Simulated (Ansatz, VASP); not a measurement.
# TaAl3 (TaAl3 (I4/mmm)): VASP beside Ansatz

One calculation is typed for both programs; each brings its own data sets. How far apart do they land? The cell is taken from a series of runs on this material, whose earlier steps may have relaxed, scaled, displaced or heated it; both programs get it as it stands.

Program: Ansatz 0.2.0. Level of theory: plane waves, with VASP 6.6.1 beside it; relaxation of cell and atoms at PBEsol. Results are calculated unless marked as measured.

### Step 1. Starting point

Symmetry: I4/mmm, No. 139, tetragonal system. Conventional cell: a = 3.834 Å, b = 3.834 Å, c = 8.503 Å, α = 90.00°, β = 90.00°, γ = 90.00°. Nearest to Ta lie 12 Al at 2.71 to 2.86 Å. Nearest to Al lie 4 Ta at 2.71 Å and 8 Al at 2.86 Å. Nearest to Al lie 8 Al at 2.71 to 2.86 Å and 4 Ta at 2.86 Å. Farther neighbours are not listed.

### Step 2. Ansatz: relaxation of cell and atoms, PBEsol

Ansatz runs on its default PAW (the set named soft_2) files.

The relaxed volume is the usual yardstick between codes: in a stiff, nearly cubic crystal its relative difference is about their pressure difference at one cell divided by the bulk modulus.

input.yaml

```yaml
crystal:
  lattice:
    - [-1.9171009, 1.9171009, 4.251296]
    - [1.9171009, -1.9171009, 4.251296]
    - [1.9171009, 1.9171009, -4.251296]
  atoms:
    - { symbol: Ta, position: [0.0, 0.0, 0.0] }
    - { symbol: Al, position: [0.5, 0.5, 0.0] }
    - { symbol: Al, position: [0.75, 0.25, 0.5] }
    - { symbol: Al, position: [0.25, 0.75, 0.5] }
basis:
  ecutwfc: 420
  xc_grid: 2
hamiltonian:
  xc: pbesol
kpoints:
  mp_grid: { grid: [14, 14, 14] }
scf:
  occupations: { method: fermi_dirac, width: 0.05 }
  max_iter: 150
output:
  forces: true
  stress: true
relax:
  f_tol: 0.01
  max_steps: 60
  cell: {}
checkpoint:
  write: "../pbesol.run"
  compress: false
  write_wavefunctions: false
  write_every: 100000
```

Run with:

```console
$ ansatz run input.yaml --threads 1 --pin off --max-ram 2355MiB --backend cpu --events-out ev --progress --plain --runs-dir out
```

Numbers of over 12 decimals in the logs are rounded to 6 here.

What it wrote:

```text
Engine: ansatz 0.2.0, aarch64-unknown-linux-gnu
Pseudopotentials: kind: paw
Pseudopotential: Ta, paw, valence charge 13, recommended cutoff 420 eV (normal), Ta.paw.azcp
Pseudopotential: Al, paw, valence charge 3, recommended cutoff 420 eV (normal), Al.paw.azcp
Functional definition: PBEsol
  exchange = pbesol_x
  correlation = pbesol_c
Crystal: 4 atoms, lattice volume = 62.499 Å³
Basis set: ecut = 420 eV, 1219 PW (Γ), exchange–correlation on 72×72×72 points (8 copies of the dense FFT grid, shifted against one another)
Bands: 15, of which v1, the nominal top of the filled ones, is band 11 counted from 1 (10 counted from 0)
Symmetry: 16 space group operations
Space group: I4/mmm (ITA 139), of the structure as read, at distance tolerance 4.0e-5 Å
k-points: 244 of 2744
Non-local potential: Ta, projectors of the file, l = 0: 3, l = 1: 2, l = 2: 2, l = 3: 1
Non-local potential: Al, projectors of the file, l = 0: 2, l = 1: 2, l = 2: 1
PAW form: soft (Blöchl's): semilocal exchange-correlation on the pseudo side does not see the compensation charge
PAW frozen core: Ta, regenerated for the run's functional, and the local potential with it (the file was generated under x = pbe(κ = 0.804, μ = 0.219515), c = pbe(β = 0.066725))
PAW frozen core: Al, regenerated for the run's functional, and the local potential with it (the file was generated under x = pbe(κ = 0.804, μ = 0.219515), c = pbe(β = 0.066725))
PAW one-centre angular grid: Ta, 590 points (default); XC on 64 Gauss nodes
PAW one-centre angular grid: Al, 110 points (default); XC on 64 Gauss nodes
Initial density: superposition of atomic densities (neutral atoms: chi_scale 0, normalization atom), corrected by the library's trained network
Initial wavefunctions: pseudopotential atomic-orbital guess
Functional: x = pbesol(κ = 0.804, μ = 0.123457), c = pbesol(β = 0.046)
SCF iter   1: F=—  HF=-11381.419839 eV  |F-HF|=—  |Δ(HF+E_count)|=         —  Δρ=3.46e-3  dr2=1.56e-2  ethr=1.77e-3  ⟨swp⟩=5.9  Hψ=22276  notcnv=0
preconditioner: auto → Kerker (q_TF=auto, 2.293 Å⁻¹)  [metal: Δε(μ)=0.049 eV  Ē_g=6.118 eV  σ=0.050 eV  W_gap=0.23  n_scr=10 (ndim 8)  ℏωp=17.6 eV  f_vac=0.000  D(μ)=0.66/eV (n_scr^D=0)]
SCF iter   2: F=—  HF=-11381.417131 eV  |F-HF|=—  |Δ(HF+E_count)|=   2.71e-3  Δρ=1.37e-3  dr2=1.55e-3  ethr=7.08e-5  ⟨swp⟩=1.1  Hψ=5648  notcnv=0
SCF iter   3: F=—  HF=-11381.416901 eV  |F-HF|=—  |Δ(HF+E_count)|=   2.30e-4  Δρ=4.28e-4  dr2=1.19e-4  ethr=7.06e-6  ⟨swp⟩=2.1  Hψ=4511  notcnv=0
SCF iter   4: F=—  HF=-11381.416884 eV  |F-HF|=—  |Δ(HF+E_count)|=   1.68e-5  Δρ=5.68e-5  dr2=2.67e-6  ethr=5.43e-7  ⟨swp⟩=2.2  Hψ=5175  notcnv=0
SCF iter   5: F=—  HF=-11381.416893 eV  |F-HF|=—  |Δ(HF+E_count)|=   8.92e-6  Δρ=9.85e-6  dr2=1.24e-7  ethr=1.21e-8  ⟨swp⟩=2.0  Hψ=5283  notcnv=0
SCF iter   6: F=-11381.416893 eV  HF=-11381.416893 eV  |F-HF|=1.00e-9  |Δ(HF+E_count)|=   2.37e-8  Δρ=1.64e-6  dr2=1.83e-9  ethr=4.55e-10  ⟨swp⟩=4.0  Hψ=11735  notcnv=0
SCF 1 converged in 6 iterations: F = -11381.416893 eV  dr2 = 1.83e-9
  greatest PAW one-centre occupation: 1.000 electrons in one spin orbital (limit 2), on the Ta atom at site 0 (counted from 0), in its partial waves of l = 0
relax step   1: F+E_penalty+E_count = -11381.41689280 eV  Δ(F+E_penalty+E_count) = +0.000e0 eV  max|allowed force component| = 1.735e-17 eV/Å  Δτ_max = 0.0000 Å  P = -0.379 GPa  Ω = 62.499 Å³  (6 SCF iters, dr2 threshold 1.00e-7 eV, accepted)
[...]
relax step   2: F+E_penalty+E_count = -11381.41716587 eV  Δ(F+E_penalty+E_count) = -2.731e-4 eV  max|allowed force component| = 1.214e-17 eV/Å  Δτ_max = 0.0000 Å  P = +0.234 GPa  Ω = 62.226 Å³  energy of the carried Pulay correction = +1.037e-4 eV  (4 SCF iters, dr2 threshold 4.00e-7 eV, accepted)
[...]
relax step   3: F+E_penalty+E_count = -11381.41721267 eV  Δ(F+E_penalty+E_count) = -4.681e-5 eV  max|allowed force component| = 1.735e-17 eV/Å  Δτ_max = 0.0000 Å  P = -0.004 GPa  Ω = 62.332 Å³  energy of the carried Pulay correction = +6.319e-5 eV  (3 SCF iters, dr2 threshold 2.03e-7 eV, accepted)
[...]
relax step   4: F+E_penalty+E_count = -11381.41714907 eV  Δ(F+E_penalty+E_count) = +6.361e-5 eV  max|allowed force component| = 1.561e-17 eV/Å  Δτ_max = 0.0000 Å  P = -0.007 GPa  Ω = 62.332 Å³  stress off target by 1.29e-2 GPa  SCF on the basis re-selected at this cell (its energy is not comparable with the rows above)  (4 SCF iters)
basis re-selected at this cell: Δ(F+E_penalty+E_count) = +6.361e-5 eV, ΔP = -0.002 GPa vs the last step (what re-selecting the basis moved, of the pressure what is left beyond the Pulay correction that the steps carried, after the strain that the cell walked since its last selection, with what the two solves' SCF thresholds leave and, on support functions, any second-order correction that the steps lacked; it is no m [...]
SCF converged after 4 iterations
Free energy (F): -11381.417149 eV
Harris-Foulkes:  -11381.417149 eV  (|F-HF|=1.64e-11)
Internal energy: -11381.411496 eV  (E = F + TS)
E sigma→0 (E₀):  -11381.414322 eV
Entropy (-TS):   -0.005653 eV (-1.413 meV/atom)
Fermi energy:    11.847420 eV
--- Per-component energies (eV) ---
  E_band       = -135.511722
  E_kinetic    = 440.164332
  E_local      = -958.317869  (includes V_loc(G=0)·N_el)
  E_nonlocal   = 49.511036
  E_hartree    = 377.382958
  E_xc         = -337.408825
  E_vxc        = -294.147651  (∫ρ·V_xc dr)
  E_paw        = -9637.900827  (= ΣΔE_a)
  E_vpaw       = -127.487485  (= ΣTr[D̂ρ^β])
  E_aug_tail   = 0.000132  (compensation charges beyond the density's cutoff)
  E_ewald      = -1315.113496
  E_core_change = 0.271064  (= ΣΔE_core)
  E_smearing   = -0.005653  (= −TS)
  E_closure    = -0.000000  (closes the sum)
  Σ components = -11381.417149   (vs F -11381.417149, Δ=0.00e0)
--- Forces (eV/Å), atoms counted from 1 ---
  atom   1  Ta     0.00000000     0.00000000     0.00000000
  atom   2  Al     0.00000000     0.00000000    -0.00000000
  atom   3  Al    -0.00000000     0.00000000     0.00000000
  atom   4  Al     0.00000000     0.00000000     0.00000000
  max |Σ_I F_I| component: 4.16e-17 eV/Å
--- Stress (GPa, compression-positive) ---
       -0.003792       0.000000      -0.000000
        0.000000      -0.003792       0.000000
        0.000000       0.000000      -0.012889
  P = ⅓ Tr σ = -0.0068 GPa (-0.068 kbar)
--- Relaxed structure (3 steps of the walk, 3 accepted, 1 SCFs on fresh bases) ---
  F+E_penalty+E_count = -11381.41714907 eV   max|allowed force component| = 1.561e-17 eV/Å   (the final SCF, on the basis selected at the relaxed cell)
  cell:  # Å, volume = 62.3320 Å³
    - [-1.914514, 1.914514, 4.251422]
    - [1.914514, -1.914514, 4.251422]
    - [1.914514, 1.914514, -4.251422]
  atoms:
    - { symbol: Ta, position: [0, 0, 0] }
    - { symbol: Al, position: [0.5, 0.5, 0] }
    - { symbol: Al, position: [0.75, 0.250000, 0.5] }
    - { symbol: Al, position: [0.250000, 0.75, 0.5] }
```

The column dr2 measures how far the density is from self-consistency, as an energy; F and HF (Harris–Foulkes) agree once it is small.

### Step 3. VASP: relaxation of cell and atoms, PBEsol

The same cell, functional, mesh and smearing now go to VASP, with its own data sets.

Lines of VASP's logs that name or quote its potential files are left out, and so is its time.

INCAR

```
SYSTEM = TaAl3
PREC = Accurate
ENCUT = 500
EDIFF = 1E-07
NELM = 120
ISMEAR = -1
SIGMA = 0.05
LREAL = .FALSE.
ALGO = Normal
GGA = PS
NBANDS = 16
LASPH = .TRUE.
LORBIT = 11
LWAVE = .FALSE.
LCHARG = .FALSE.
ISIF = 3
IBRION = 2
NSW = 80
EDIFFG = -0.005
GGA_COMPAT = .FALSE.
NELMIN = 4
```

POSCAR

```
TaAl3
1.0
   -1.9171010000      1.9171010000      4.2512960000
    1.9171010000     -1.9171010000      4.2512960000
    1.9171010000      1.9171010000     -4.2512960000
Ta Al
1 3
Direct
    0.0000000000      0.0000000000      0.0000000000
    0.5000000000      0.5000000000      0.0000000000
    0.7500000000      0.2500000000      0.5000000000
    0.2500000000      0.7500000000      0.5000000000
```

KPOINTS

```
Automatic mesh
0
Gamma
14 14 14
0 0 0
```

The projector-augmented-wave data sets are Ta_pv and Al (PBE family, release 64).

Run with:

```console
$ mpirun -np 1 vasp_std
```

What it wrote:

```text
[banner, memory and clock lines left out]
running    1 mpi-ranks, on    1 nodes
 distrk:  each k-point on    1 cores,    1 groups
 distr:  one band on    1 cores,    1 groups

 POSCAR found type information on POSCAR TaAl
 POSCAR found :  2 types and       4 ions
|                                                                             |
|               ----> ADVICE to this user running VASP <----                  |
|                                                                             |
|     You enforced a specific xc type in the INCAR file but a different       |
|     [... a line on the potential file left out ...]
|     I HOPE YOU KNOW WHAT YOU ARE DOING!                                     |
|                                                                             |

 LDA part: xc-table for (Slater+PW92), standard interpolation
 POSCAR, INCAR and KPOINTS ok, starting setup
 FFT: planning ... GRIDC
 FFT: planning ... GRID_SOFT
 FFT: planning ... GRID
 WAVECAR not read
 entering main loop
       N       E                     dE             d eps       ncg     rms          rms(c)
DAV:   1     0.780265863638E+02    0.78027E+02   -0.93996E+03  7816   0.107E+03
DAV:   2    -0.246745727221E+02   -0.10270E+03   -0.10076E+03 10016   0.240E+02
DAV:   3    -0.268331647766E+02   -0.21586E+01   -0.21310E+01 10416   0.321E+01
DAV:   4    -0.268515511244E+02   -0.18386E-01   -0.18383E-01  9256   0.339E+00
DAV:   5    -0.268518993529E+02   -0.34823E-03   -0.34822E-03 10736   0.460E-01    0.147E+01
DAV:   6    -0.262201769743E+02    0.63172E+00   -0.25359E+00  9424   0.970E+00    0.650E+00
DAV:   7    -0.261251561573E+02    0.95021E-01   -0.16750E-01  8720   0.228E+00    0.298E+00
DAV:   8    -0.261001407829E+02    0.25015E-01   -0.31138E-02 10304   0.130E+00    0.339E-01
DAV:   9    -0.260995736274E+02    0.56716E-03   -0.13062E-03  9800   0.233E-01    0.133E-01
DAV:  10    -0.260995368839E+02    0.36743E-04   -0.24702E-04  9304   0.110E-01    0.321E-02
DAV:  11    -0.260995310253E+02    0.58586E-05   -0.23280E-05  9344   0.405E-02    0.622E-03
DAV:  12    -0.260995304094E+02    0.61597E-06   -0.19360E-06  9584   0.747E-03    0.175E-03
DAV:  13    -0.260995304407E+02   -0.31353E-07   -0.43273E-07  9320   0.408E-03
   1 F= -.26099530E+02 E0= -.26096689E+02  d E =-.260995E+02
[...]
2 F= -.26099579E+02 E0= -.26096750E+02  d E =-.484249E-04
[...]
3 F= -.26099646E+02 E0= -.26096813E+02  d E =-.115836E-03
[...]
4 F= -.26099646E+02 E0= -.26096812E+02  d E =-.115757E-03
 curvature:  -0.28 expect dE=-0.446E-05 dE for cont linesearch -0.106E-09
 trial: gam= 0.03856 g(F)=  0.705E-50 g(S)=  0.160E-04 ort = 0.392E-06 (trialstep = 0.912E+00)
 search vector abs. value=  0.166E-04
 bond charge predicted
       N       E                     dE             d eps       ncg     rms          rms(c)
DAV:   1    -0.260996718722E+02   -0.25658E-04   -0.75252E-04  8968   0.200E-01    0.236E-02
DAV:   2    -0.260996556680E+02    0.16204E-04   -0.40122E-05  9680   0.428E-02    0.100E-02
DAV:   3    -0.260996528923E+02    0.27757E-05   -0.48397E-06 10032   0.126E-02    0.426E-03
DAV:   4    -0.260996524327E+02    0.45957E-06   -0.91999E-07 10216   0.608E-03    0.219E-03
DAV:   5    -0.260996523785E+02    0.54245E-07   -0.76389E-08  4288   0.178E-03
   5 F= -.26099652E+02 E0= -.26096817E+02  d E =-.618072E-05
 trial-energy change:   -0.000006  1 .order   -0.000007   -0.000015    0.000002
 step:   0.8250(harm=  0.8250)  dis= 0.00000  next Energy=   -26.099653 (dE=-0.660E-05)
 reached required accuracy - stopping structural energy minimisation
```

From OUTCAR (step 3):

```text
ion  position               nearest neighbor table
   1  0.000  0.000  0.000-   2 2.71   2 2.71   2 2.71   2 2.71   4 2.86   3 2.86   4 2.86   4 2.86
                             3 2.86   3 2.86   4 2.86   3 2.86
   2  0.500  0.500  0.000-   1 2.71   1 2.71   1 2.71   1 2.71   4 2.86   3 2.86   4 2.86   3 2.86
                             4 2.86   4 2.86   3 2.86   3 2.86
   3  0.750  0.250  0.500-   4 2.71   4 2.71   4 2.71   4 2.71   2 2.86   1 2.86   2 2.86   1 2.86
                             2 2.86   2 2.86   1 2.86   1 2.86
   4  0.250  0.750  0.500-   3 2.71   3 2.71   3 2.71   3 2.71   2 2.86   1 2.86   2 2.86   2 2.86
                             1 2.86   1 2.86   2 2.86   1 2.86

  LATTYP: Found a body centered tetragonal cell.
 ALAT       =     3.8342020000
 C/A-ratio  =     2.2175649588

 Subroutine GETGRP returns: Found 16 space group operations
 (whereof 16 operations were pure point group operations)

The static configuration has the point symmetry D_4h.

 Found    244 irreducible k-points:

   k-points           NKPTS =    244   k-points in BZ     NKDIM =    244   number of bands    NBANDS=     16

   dimension x,y,z NGX =    40 NGY =   40 NGZ =   40
   dimension x,y,z NGXF=    80 NGYF=   80 NGZF=   80

   ENCUT  =  500.0 eV  36.75 Ry    6.06 a.u.   9.19  9.19  9.19*2*pi/ulx,y,z

   NELECT =      20.0000    total number of electrons

 k-points in reciprocal lattice and weights: Automatic mesh
   0.00000000  0.00000000  0.00000000       0.000
   0.07142857  0.00000000 -0.00000000       0.003
   0.14285714  0.00000000 -0.00000000       0.003
   0.21428571  0.00000000 -0.00000000       0.003
   0.28571429  0.00000000 -0.00000000       0.003
   0.35714286  0.00000000 -0.00000000       0.003
   0.42857143  0.00000000 -0.00000000       0.003
   0.50000000  0.00000000  0.00000000       0.001
   0.07142857  0.07142857  0.00000000       0.003
[...]
-0.42857143 -0.42857143  0.42857143       0.001
   0.50000000  0.50000000  0.50000000       0.000

 average (electrostatic) potential at core
       1 -34.1029       2 -71.8635       3 -71.7196       4 -71.7196

 E-fermi :   8.0805

 k-point     1 :       0.0000    0.0000    0.0000
  band No.  band energies     occupation
    ...
      5       4.0500      2.00000
      6       5.0783      2.00000
      7       5.1761      2.00000
      8       5.8255      2.00000
      9       5.8255      2.00000
     10       8.2348      0.08731
     11       9.4001      0.00000
     12       9.4001      0.00000
     13       9.8690      0.00000
     14      10.0492      0.00000
    ...

 k-point     2 :       0.0714    0.0000   -0.0000
  band No.  band energies     occupation
    ...
      6       5.0213      2.00000
      7       5.1516      2.00000
      8       5.8567      2.00000
      9       5.8709      2.00000
     10       7.9205      1.92172
     11       9.1564      0.00000
     12       9.7723      0.00000
     13       9.9324      0.00000
     14      10.1512      0.00000
     15      12.6412      0.00000
    ...

 k-point     3 :       0.1429    0.0000   -0.0000
  band No.  band energies     occupation
    ...
      6       4.6860      2.00000
      7       5.1345      2.00000
      8       5.9980      2.00000
      9       6.0611      2.00000
     10       7.4191      2.00000
     11       8.6543      0.00002
     12       9.8226      0.00000
     13      10.4143      0.00000
     14      10.8382      0.00000
     15      12.7611      0.00000
    ...

  Total       -0.0002547     -0.0002547     -0.0040444      0.0000000      0.0000000      0.0000000
  in kB       -0.0065400     -0.0065400     -0.1038495      0.0000000      0.0000000      0.0000000
  external PRESSURE =      -0.0389765 kB  Pullay stress =       0.0000000 kB

  energy-cutoff  :      500.00
  volume of cell :       62.40
      direct lattice vectors                 reciprocal lattice vectors
    -1.915274442  1.915274442  4.252411495     0.000000000  0.261059193  0.117580342
     1.915274442 -1.915274442  4.252411495     0.261059193  0.000000000  0.117580342
     1.915274442  1.915274442 -4.252411495     0.261059193  0.261059193  0.000000000

 POSITION                                       TOTAL-FORCE (eV/Angst)
 -----------------------------------------------------------------------------------
     -1.91527      1.91527      4.25241        -0.000000     -0.000000      0.000000
      0.00000      0.00000      4.25241        -0.000000     -0.000000      0.000000
      0.00000      1.91527      2.12621         0.000000      0.000000      0.000000
      1.91527      0.00000      2.12621         0.000000     -0.000000     -0.000000
 -----------------------------------------------------------------------------------
    total drift:                               -0.000000     -0.000000      0.000000

  FREE ENERGIE OF THE ION-ELECTRON SYSTEM (eV)
  ---------------------------------------------------
  free  energy   TOTEN  =       -26.0996523785 eV

  energy  without entropy=      -26.0939808723  energy(sigma->0) =      -26.09681663

 reached required accuracy - stopping structural energy minimisation

 total charge
# of ion       s       p       d       tot
------------------------------------------
    1        0.287   6.134   2.546   8.967
    2        0.439   0.394   0.000   0.833
    3        0.394   0.417   0.000   0.811
    4        0.394   0.417   0.000   0.811
--------------------------------------------------
tot          1.514   7.362   2.546  11.422

[... 3 further parts left out ...]
```

CONTCAR:

```
TaAl3
   1.00000000000000
    -1.9152744422934285    1.9152744422934285    4.2524114953812751
     1.9152744422934285   -1.9152744422934285    4.2524114953812751
     1.9152744422934285    1.9152744422934285   -4.2524114953812751
  Ta              Al
     1     3
Direct
     1.0000000000000000    0.0000000000000000    0.0000000000000000
     0.5000000000000000    0.5000000000000000    0.0000000000000000
     0.7500000000000000    0.2500000000000000    0.5000000000000000
     0.2500000000000000    0.7500000000000000    0.5000000000000000
```

The run keeps the 16 symmetry operations of its start, so it cannot find a distortion of lower symmetry.

### Step 4. Side by side

Known differences besides the potentials themselves: the data sets hold 22 valence electrons in Ansatz (on its default PAW (the set named soft_2) files) and 20 in VASP; the cutoff is 420 eV in Ansatz and 500 eV in VASP; Ansatz makes its cores anew for this functional, VASP keeps those of its PBE data sets; Ansatz adds a Pulay correction to the stress that steers its cell, VASP none. Total energies have different zeros and are not compared.

The two programs side by side:

| quantity | Ansatz | VASP | difference |
| --- | --- | --- | --- |
| volume (Å³) | 62.33 | 62.40 | -0.10 % |
| edge a after relaxation, in the typed setting (Å) | 5.040 | 5.042 | -0.03 % |

### Step 5. What came out

- difference in volume (relaxation of cell and atoms, PBEsol): -0.10 %

What this shows: The difference in volume is -0.10 % (relaxation of cell and atoms, PBEsol), within the 1.2 % picked in this series as the mark of a large difference, as far as the stopping tolerances let one tell. The data sets hold unlike numbers of valence electrons (22 in Ansatz and 20 in VASP), so part of the differences comes from the potentials. How closely two codes agree says nothing of how well the functional describes the real material.

[Lines on the potential files, build, host, timing and source positions are cut from VASP's logs without a mark.]

[Logs are printed without paths, hosts, clocks, repeated set-up lines and the standing remarks that a program may print on its own settings, such as how far it seeks lower states.]

[Hosts, paths, dates, database ids (printed as entryN), source tags and the programs' standing remarks are cut or masked in the printed files.]
